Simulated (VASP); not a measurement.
# Si63P (a cell with a defect) in VASP: relaxation of the atoms with PBE

Aim: the relaxation of the atoms of Si63P (a cell with a defect) with PBE.

All numbers are computed with VASP 6.6.1; they aren't measurements. Logs are shortened: lines on timing, memory, paths and dates and some standing lists are left out, and cuts for length are marked.

## Step 1: The crystal as given

The cell holds a defect, 64 atoms: a = 11.188 Å, b = 11.188 Å, c = 10.610 Å, α = 90.00°, β = 90.00°, γ = 90.00°.

The cell was built by a generator and needn't be a form met in nature.

## Step 2: Relaxation of the atoms, PBE, collinear spin, ferromagnetic start

The input, INCAR:

```
SYSTEM = Si63P
PREC = Accurate ; ENCUT = 350
EDIFF = 1E-6 ; ISMEAR = 0
SIGMA = 0.01 ; LREAL = .False.
LASPH = .True. ; NELM = 120
ALGO = Normal ; ISIF = 2
LWAVE = .False. ; LCHARG = .False.
ISPIN = 2 ; MAGMOM = 0.5 0 0 0 0 0 0 0 0 0 0 0 0 0 0 0 0 0 0 0 0 0 0 0 0 0 0 0 0 0 0 0 0 0 0 0 0 0 0 0 0 0 0 0 0 0 0 0 0 0 0 0 0 0 0 0 0 0 0 0 0 0 0 0
LORBIT = 11 ; NUPDOWN = 1
GGA = PE ; IBRION = 2
NSW = 60 ; EDIFFG = -0.01
```

The input, KPOINTS:

```
Automatic mesh
0
Gamma
  1 1 1
  0 0 0
```

The input, POSCAR:

```
Si63P
1.0
   11.1878600000      0.0000000000      0.0000000000
    0.0000000000     11.1878600000      0.0000000000
    0.0000000000      0.0000000000     10.6104360800
P Si
1 63
Direct
    0.0000000000      0.0000000000      0.0000000000
    0.0000000000      0.2500000000      0.2500000000
    0.2500000000      0.0000000000      0.2500000000
    0.2500000000      0.2500000000      0.0000000000
    0.1250000000      0.1250000000      0.1250000000
    0.1250000000      0.3750000000      0.3750000000
    0.3750000000      0.1250000000      0.3750000000
    0.3750000000      0.3750000000      0.1250000000
    0.0000000000      0.0000000000      0.5000000000
    0.0000000000      0.2500000000      0.7500000000
    0.2500000000      0.0000000000      0.7500000000
    0.2500000000      0.2500000000      0.5000000000
    0.1250000000      0.1250000000      0.6250000000
    0.1250000000      0.3750000000      0.8750000000
    0.3750000000      0.1250000000      0.8750000000
    0.3750000000      0.3750000000      0.6250000000
    0.0000000000      0.5000000000      0.0000000000
    0.0000000000      0.7500000000      0.2500000000
    0.2500000000      0.5000000000      0.2500000000
    0.2500000000      0.7500000000      0.0000000000
    0.1250000000      0.6250000000      0.1250000000
    0.1250000000      0.8750000000      0.3750000000
    0.3750000000      0.6250000000      0.3750000000
    0.3750000000      0.8750000000      0.1250000000
    0.0000000000      0.5000000000      0.5000000000
    0.0000000000      0.7500000000      0.7500000000
    0.2500000000      0.5000000000      0.7500000000
    0.2500000000      0.7500000000      0.5000000000
    0.1250000000      0.6250000000      0.6250000000
    0.1250000000      0.8750000000      0.8750000000
    0.3750000000      0.6250000000      0.8750000000
    0.3750000000      0.8750000000      0.6250000000
    0.5000000000      0.0000000000      0.0000000000
    0.5000000000      0.2500000000      0.2500000000
    0.7500000000      0.0000000000      0.2500000000
    0.7500000000      0.2500000000      0.0000000000
    0.6250000000      0.1250000000      0.1250000000
    0.6250000000      0.3750000000      0.3750000000
    0.8750000000      0.1250000000      0.3750000000
    0.8750000000      0.3750000000      0.1250000000
    0.5000000000      0.0000000000      0.5000000000
    0.5000000000      0.2500000000      0.7500000000
    0.7500000000      0.0000000000      0.7500000000
    0.7500000000      0.2500000000      0.5000000000
    0.6250000000      0.1250000000      0.6250000000
    0.6250000000      0.3750000000      0.8750000000
    0.8750000000      0.1250000000      0.8750000000
    0.8750000000      0.3750000000      0.6250000000
    0.5000000000      0.5000000000      0.0000000000
    0.5000000000      0.7500000000      0.2500000000
    0.7500000000      0.5000000000      0.2500000000
    0.7500000000      0.7500000000      0.0000000000
    0.6250000000      0.6250000000      0.1250000000
    0.6250000000      0.8750000000      0.3750000000
    0.8750000000      0.6250000000      0.3750000000
    0.8750000000      0.8750000000      0.1250000000
    0.5000000000      0.5000000000      0.5000000000
    0.5000000000      0.7500000000      0.7500000000
    0.7500000000      0.5000000000      0.7500000000
    0.7500000000      0.7500000000      0.5000000000
    0.6250000000      0.6250000000      0.6250000000
    0.6250000000      0.8750000000      0.8750000000
    0.8750000000      0.6250000000      0.8750000000
    0.8750000000      0.8750000000      0.6250000000
```

Potentials or basis: VASP PAW PBE potentials, release 64 (P, Si).

The run is started by

```
> cat potpaw_PBE.64/P/POTCAR potpaw_PBE.64/Si/POTCAR > POTCAR
> mpirun -np 2 vasp_gam > vasp.out
```

OUTCAR:

```text
SYSTEM = Si63P
   PREC = Accurate
   ENCUT = 350
   EDIFF = 1E-6
   ISMEAR = 0
   LREAL = .False.
   LASPH = .True.
   NELM = 120
   ISIF = 2
   ISPIN = 2
   LORBIT = 11
   NUPDOWN = 1
   GGA = PE
   IBRION = 2
   NSW = 60
   EDIFFG = -0.01

 ion  position               nearest neighbor table
   1  0.000  0.000  0.000-   5 2.38  30 2.38  47 2.38  56 2.38
   2  0.000  0.250  0.250-   5 2.38   6 2.38  39 2.38  40 2.38
   3  0.250  0.000  0.250-   5 2.38   7 2.38  22 2.38  24 2.38
   4  0.250  0.250  0.000-   5 2.38   8 2.38  14 2.38  15 2.38
   5  0.125  0.125  0.125-   1 2.38   2 2.38   3 2.38   4 2.38
   6  0.125  0.375  0.375-   2 2.38  12 2.38  19 2.38  25 2.38
[... 56 lines left out ...]
  63  0.875  0.625  0.875-  17 2.38  26 2.38  52 2.38  59 2.38
  64  0.875  0.875  0.625-   9 2.38  26 2.38  43 2.38  60 2.38

  LATTYP: Found a simple tetragonal cell.
 ALAT       =    11.1878600000
 C/A-ratio  =     0.9483883495

  Lattice vectors:

 A1 = (  11.1878600000,   0.0000000000,   0.0000000000)
 A2 = (   0.0000000000,  11.1878600000,   0.0000000000)
 A3 = (   0.0000000000,   0.0000000000,  10.6104360800)

Analysis of symmetry for initial positions (statically):
=====================================================================
 Subroutine PRICEL returns:
 Original cell was already a primitive cell.

 Routine SETGRP: Setting up the symmetry group for a
 simple tetragonal supercell.

 Subroutine GETGRP returns: Found  8 space group operations
 (whereof  8 operations were pure point group operations)
 out of a pool of 16 trial point group operations.

The static configuration has the point symmetry D_2d.

Analysis of symmetry for dynamics (positions and initial velocities):
=====================================================================
 Subroutine PRICEL returns:
 Original cell was already a primitive cell.

 Routine SETGRP: Setting up the symmetry group for a
 simple tetragonal supercell.

 Subroutine GETGRP returns: Found  8 space group operations
 (whereof  8 operations were pure point group operations)
 out of a pool of 16 trial point group operations.

The dynamic configuration has the point symmetry D_2d.

Analysis of structural, dynamic, and magnetic symmetry:
=====================================================================
 Subroutine PRICEL returns:
 Original cell was already a primitive cell.

 Routine SETGRP: Setting up the symmetry group for a
 simple tetragonal supercell.

 Subroutine GETGRP returns: Found  8 space group operations
 (whereof  8 operations were pure point group operations)
 out of a pool of 16 trial point group operations.

The overall configuration has the point symmetry D_2d.

 Subroutine INISYM returns: Found  8 space group operations
 (whereof  8 operations are pure point group operations),
 and found     1 'primitive' translations

----------------------------------------------------------------------------------------

                                     Primitive cell

  volume of cell :    1328.0893

  direct lattice vectors                    reciprocal lattice vectors
    11.187860000  0.000000000  0.000000000     0.089382599  0.000000000  0.000000000
     0.000000000 11.187860000  0.000000000     0.000000000  0.089382599  0.000000000
     0.000000000  0.000000000 10.610436080     0.000000000  0.000000000  0.094246833

  length of vectors
    11.187860000 11.187860000 10.610436080     0.089382599  0.089382599  0.094246833

  position of ions in fractional coordinates (direct lattice)
     0.000000000  0.000000000  0.000000000
[... 174 lines left out ...]
   LSORBIT =      F    spin-orbit coupling
   LASPH  =      T    aspherical Exc in radial PAW
   ENCUT  =  350.0 eV  25.72 Ry    5.07 a.u.  17.07 17.07 16.19*2*pi/ulx,y,z
   NELM   =    120;   NELMIN=  2; NELMDL= -5     # of ELM steps
   EDIFF  = 0.1E-05   stopping-criterion for ELM
   LREAL  =      F    real-space projection
   EDIFFG = -.1E-01   stopping-criterion for IOM
   NSW    =     60    number of steps for IOM
   IBRION =      2    ionic relax: 0-MD 1-quasi-New 2-CG
   NFREE  =      1    steps in history (QN), initial steepest desc. (CG)
   ISIF   =      2    stress and relaxation
   ISYM   =      2    0-nonsym 1-usesym 2-fastsym
   POTIM  = 0.5000    time-step for ionic-motion
   TEBEG  =    0.0;   TEEND  =   0.0 temperature during run
   PSTRESS=    0.0 pullay stress
   NELECT =     257.0000    total number of electrons
   NUPDOWN=       1.0000    fix difference up-down
   EMIN   =  10.00;   EMAX   =-10.00  energy-range for DOS
   EFERMI =   0.00;   METHOD = LEGACY
   ISMEAR =     0;   SIGMA  =   0.01  broadening in eV -4-tet -1-fermi 0-gaus
   EFERMI_NEDOS =   21; number of points for ismear=-14 and -15
   IALGO  =     38    algorithm
   IMIX   =      4    mixing-type and parameters
     AMIX     =   0.40;   BMIX     =  1.00
     AMIX_MAG =   1.60;   BMIX_MAG =  1.00
  volume/ion in A,a.u.               =      20.75       140.04
  Fermi-wavevector in a.u.,A,eV,Ry     =   0.946913  1.789406 12.199587  0.896644
  Thomas-Fermi vector in A             =   2.074956
   LORBIT       =     11    0 simple, 1 ext, 2 COOP (PROOUT), +10 PAW based schemes
   GGA     = PE    functional components
   LHFCALC =     F    Hartree Fock is set to
   AEXX    =    0.0000 exact exchange contribution
   IVDW    =     0    specifies the selected vdW correction
   LEPSILON=     F    determine dielectric tensor
   LRPA    =     F    only Hartree local field effects (RPA)
 conjugate gradient relaxation of ions
 spin polarized calculation
 Gauss-broadening in eV      SIGMA  =   0.01
  energy-cutoff  :      350.00
  volume of cell :     1328.09
 maximum number of plane-waves:      9887
 NGX is ok and might be reduce to    70
   NGX = 35   NGY = 35   NGZ = 33

--------------------------------------- Ionic step        1  -------------------------------------------

 number of electron     257.0000005 magnetization       1.0000141

 Free energy of the ion-electron system (eV)
  ---------------------------------------------------
  ext. energy  EPLUGINS =         0.00000000
  ---------------------------------------------------
  free energy    TOTEN  =      -339.73425259 eV

  energy without entropy =     -339.73425259  energy(sigma->0) =     -339.73425259

------------------------ aborting loop because EDIFF is reached ----------------------------------------

  FORCE on cell =-STRESS in cart. coord.  units (eV):
  Direction    XX          YY          ZZ          XY          YZ          ZX
  --------------------------------------------------------------------------------------
  -------------------------------------------------------------------------------------
  Total      -19.7906845    -19.7906845     12.2047406      0.0000000     -0.0000000      0.0000000
  in kB      -23.8750405    -23.8750405     14.7235270      0.0000000     -0.0000000      0.0000000
  external PRESSURE =     -11.0088514 kB  Pullay stress =       0.0000000 kB
[... 673 lines left out ...]
--------------------------------------- Ionic step        8  -------------------------------------------

 number of electron     257.0000004 magnetization       1.0000000

 Free energy of the ion-electron system (eV)
  ---------------------------------------------------
  ext. energy  EPLUGINS =         0.00000000
  ---------------------------------------------------
  free energy    TOTEN  =      -339.76526685 eV

  energy without entropy =     -339.76526685  energy(sigma->0) =     -339.76526685

 E-fermi :   5.7734     XC(G=0):  -9.2532

 val. band max:        5.8708802281   @ k =   0.0000   0.0000   0.0000
 cond. band min:       5.9703215363   @ k =   0.0000   0.0000   0.0000
 fundamental gap:      0.0994413082
 Fermi energy:         5.9207767171

 spin component 1

 k-point     1 :       0.0000    0.0000    0.0000
  band No.  band energies     occupation
      1      -6.7281      1.00000
      2      -5.9681      1.00000
      3      -5.2151      1.00000
      4      -5.2151      1.00000
      5      -5.1584      1.00000
      6      -5.1189      1.00000
[... 132 lines left out ...]
    139       6.7500      0.00000
    140       6.8029      0.00000
 Fermi energy:         5.7733633800

 spin component 2

 k-point     1 :       0.0000    0.0000    0.0000
  band No.  band energies     occupation
      1      -6.6980      1.00000
      2      -5.9530      1.00000
      3      -5.1964      1.00000
      4      -5.1964      1.00000
      5      -5.1483      1.00000
      6      -5.1034      1.00000
[... 132 lines left out ...]
    139       6.7760      0.00000
    140       6.8224      0.00000
 [bands above 140 left out]

------------------------ aborting loop because EDIFF is reached ----------------------------------------

  FORCE on cell =-STRESS in cart. coord.  units (eV):
  Direction    XX          YY          ZZ          XY          YZ          ZX
  --------------------------------------------------------------------------------------
  -------------------------------------------------------------------------------------
  Total      -19.7936604    -19.7936604     12.2261828      0.0000000      0.0000000      0.0000000
  in kB      -23.8786306    -23.8786306     14.7493943      0.0000000      0.0000000      0.0000000
  external PRESSURE =     -11.0026223 kB  Pullay stress =       0.0000000 kB
[... 79 lines left out ...]
  FREE ENERGIE OF THE ION-ELECTRON SYSTEM (eV)
  ---------------------------------------------------
  free  energy   TOTEN  =      -339.7652668506 eV

  energy  without entropy=     -339.7652668506  energy(sigma->0) =     -339.76526685

 reached required accuracy - stopping structural energy minimisation

 total charge

# of ion       s       p       d       tot
------------------------------------------
    1        1.027   1.462   0.000   2.489
    2        0.739   0.933   0.000   1.671
    3        0.739   0.933   0.000   1.671
    4        0.739   0.936   0.000   1.675
    5        0.742   0.897   0.000   1.639
    6        0.737   0.931   0.000   1.668
[... 56 lines left out ...]
   63        0.737   0.937   0.000   1.674
   64        0.737   0.937   0.000   1.674
--------------------------------------------------
tot         47.542  60.150   0.000 107.692

 magnetization (x)

# of ion       s       p       d       tot
------------------------------------------
    1        0.022  -0.002   0.000   0.020
    2        0.001  -0.001   0.000  -0.000
    3        0.001  -0.001   0.000  -0.000
    4        0.002  -0.001   0.000   0.001
    5        0.001   0.011   0.000   0.012
    6        0.001   0.001   0.000   0.002
[... 56 lines left out ...]
   63        0.000   0.002   0.000   0.003
   64       -0.000   0.001   0.000   0.001
--------------------------------------------------
tot          0.097   0.068   0.000   0.166
```

It took 8.4 min on 2 MPI ranks of Intel Xeon 6975P-C (Granite Rapids), shared host; peak memory 0.57 GiB.

Results:

| Quantity | Value |
| --- | --- |
| Free energy | -339.7653 eV |
| Energy gained by relaxing | 0.5 meV/atom |
| Ionic steps | 8 |
| Pressure after relaxing | -1.1 GPa |
| Largest force after relaxing | 0.007 eV/Å |
| Net moment | 1.00 μB per cell |
| Valence electrons inside the program's atomic spheres | P 2.49; Si 1.67, 1.68, 1.64 |

Forces in eV/Å, atoms in the order of the input:
```
P    0.000  0.000  0.000
Si   0.000 -0.001 -0.001
Si  -0.001  0.000 -0.001
Si   0.000  0.000 -0.001
Si   0.001  0.001 -0.005
Si   0.001  0.000  0.001
Si   0.000  0.001  0.001
Si  -0.002 -0.002  0.000
Si   0.000  0.000  0.000
Si   0.000 -0.001  0.001
Si  -0.001  0.000  0.001
Si  -0.003 -0.003  0.004
Si  -0.001 -0.001  0.005
Si   0.000  0.004 -0.002
Si   0.004  0.000 -0.002
Si  -0.001 -0.001 -0.004
Si   0.000  0.000  0.000
Si   0.000  0.001 -0.001
Si  -0.004  0.000  0.006
Si   0.000  0.000  0.001
Si   0.000 -0.004  0.002
Si  -0.001  0.001 -0.005
Si  -0.001  0.001  0.004
Si   0.004  0.000  0.002
Si   0.000  0.000  0.000
Si   0.000  0.001  0.001
Si  -0.004  0.000 -0.006
Si  -0.003  0.003 -0.004
Si   0.001  0.000 -0.001
Si   0.001 -0.001  0.005
Si  -0.002  0.002  0.000
Si   0.000 -0.001 -0.001
Si   0.000  0.000  0.000
Si   0.000 -0.004  0.006
Si   0.001  0.000 -0.001
Si   0.000  0.000  0.001
Si  -0.004  0.000  0.002
Si   0.001 -0.001  0.004
Si   0.001 -0.001 -0.005
Si   0.000  0.004  0.002
Si   0.000  0.000  0.000
Si   0.000 -0.004 -0.006
Si   0.001  0.000  0.001
Si   0.003 -0.003 -0.004
Si   0.000  0.001 -0.001
Si   0.002 -0.002  0.000
Si  -0.001  0.001  0.005
Si  -0.001  0.000 -0.001
Si   0.000  0.000  0.000
Si   0.000  0.004  0.006
Si   0.004  0.000  0.006
Si   0.000  0.000 -0.001
Si   0.002  0.002  0.000
Si   0.000 -0.001  0.001
Si  -0.001  0.000  0.001
Si  -0.001 -0.001 -0.005
Si   0.000  0.000  0.000
Si   0.000  0.004 -0.006
Si   0.004  0.000 -0.006
Si   0.003  0.003  0.004
Si   0.001  0.001 -0.004
Si  -0.004  0.000 -0.002
Si   0.000 -0.004 -0.002
Si   0.001  0.001  0.005
```

Step by step:
```
step  energy change (eV)  largest force (eV/Å)  pressure (GPa)
   1              0.0000                0.1911           -1.10
   2             -0.0240                0.0783           -1.10
   3             -0.0256                0.0802           -1.10
   4             -0.0286                0.0296           -1.10
   5             -0.0291                0.0295           -1.10
   6             -0.0302                0.0178           -1.10
   7             -0.0309                0.0131           -1.10
   8             -0.0310                0.0071           -1.10
```

Final structure:
```cif
data_structure
_symmetry_space_group_name_H-M 'P 1'
_symmetry_Int_Tables_number 1
_cell_length_a 11.1879
_cell_length_b 11.1879
_cell_length_c 10.6104
_cell_angle_alpha 90.000
_cell_angle_beta 90.000
_cell_angle_gamma 90.000
_cell_volume 1328.09
loop_
_atom_site_label
_atom_site_type_symbol
_atom_site_fract_x
_atom_site_fract_y
_atom_site_fract_z
_atom_site_occupancy
P1 P 0.00000 0.00000 0.00000 1
Si1 Si 0.99880 0.24948 0.24895 1
Si2 Si 0.24948 0.99880 0.24895 1
Si3 Si 0.25012 0.25012 0.99885 1
Si4 Si 0.12571 0.12571 0.12461 1
Si5 Si 0.12547 0.37399 0.37412 1
Si6 Si 0.37399 0.12547 0.37412 1
Si7 Si 0.37466 0.37466 0.12529 1
Si8 Si 0.00000 0.00000 0.50000 1
Si9 Si 0.00120 0.24948 0.75105 1
Si10 Si 0.24948 0.00120 0.75105 1
Si11 Si 0.25012 0.25012 0.49990 1
Si12 Si 0.12520 0.12520 0.62489 1
Si13 Si 0.12537 0.37536 0.87487 1
Si14 Si 0.37536 0.12537 0.87487 1
Si15 Si 0.37508 0.37508 0.62541 1
Si16 Si 0.00000 0.50000 0.00000 1
Si17 Si 0.00120 0.75052 0.24895 1
Si18 Si 0.25020 0.49957 0.24965 1
Si19 Si 0.25012 0.74988 0.00115 1
Si20 Si 0.12537 0.62464 0.12513 1
Si21 Si 0.12520 0.87480 0.37511 1
Si22 Si 0.37508 0.62492 0.37459 1
Si23 Si 0.37536 0.87463 0.12513 1
Si24 Si 0.00000 0.50000 0.50000 1
Si25 Si 0.99880 0.75052 0.75105 1
Si26 Si 0.25020 0.50043 0.75035 1
Si27 Si 0.25012 0.74988 0.50010 1
Si28 Si 0.12547 0.62601 0.62588 1
Si29 Si 0.12571 0.87429 0.87539 1
Si30 Si 0.37466 0.62534 0.87470 1
Si31 Si 0.37399 0.87453 0.62588 1
Si32 Si 0.50000 0.00000 0.00000 1
Si33 Si 0.49957 0.25020 0.24965 1
Si34 Si 0.75052 0.00120 0.24895 1
Si35 Si 0.74988 0.25012 0.00115 1
Si36 Si 0.62464 0.12537 0.12513 1
Si37 Si 0.62492 0.37508 0.37459 1
Si38 Si 0.87480 0.12520 0.37511 1
Si39 Si 0.87463 0.37536 0.12513 1
Si40 Si 0.50000 0.00000 0.50000 1
Si41 Si 0.50043 0.25020 0.75035 1
Si42 Si 0.75052 0.99880 0.75105 1
Si43 Si 0.74988 0.25012 0.50010 1
Si44 Si 0.62601 0.12547 0.62588 1
Si45 Si 0.62534 0.37466 0.87470 1
Si46 Si 0.87429 0.12571 0.87539 1
Si47 Si 0.87453 0.37399 0.62588 1
Si48 Si 0.50000 0.50000 0.00000 1
Si49 Si 0.50043 0.74980 0.24965 1
Si50 Si 0.74980 0.50043 0.24965 1
Si51 Si 0.74988 0.74988 0.99885 1
Si52 Si 0.62534 0.62534 0.12529 1
Si53 Si 0.62601 0.87453 0.37412 1
Si54 Si 0.87453 0.62601 0.37412 1
Si55 Si 0.87429 0.87429 0.12461 1
Si56 Si 0.50000 0.50000 0.50000 1
Si57 Si 0.49957 0.74980 0.75035 1
Si58 Si 0.74980 0.49957 0.75035 1
Si59 Si 0.74988 0.74988 0.49990 1
Si60 Si 0.62492 0.62492 0.62541 1
Si61 Si 0.62464 0.87463 0.87487 1
Si62 Si 0.87463 0.62464 0.87487 1
Si63 Si 0.87480 0.87480 0.62489 1
```

Caveat: the total moment is fixed, so each spin has its own Fermi level.
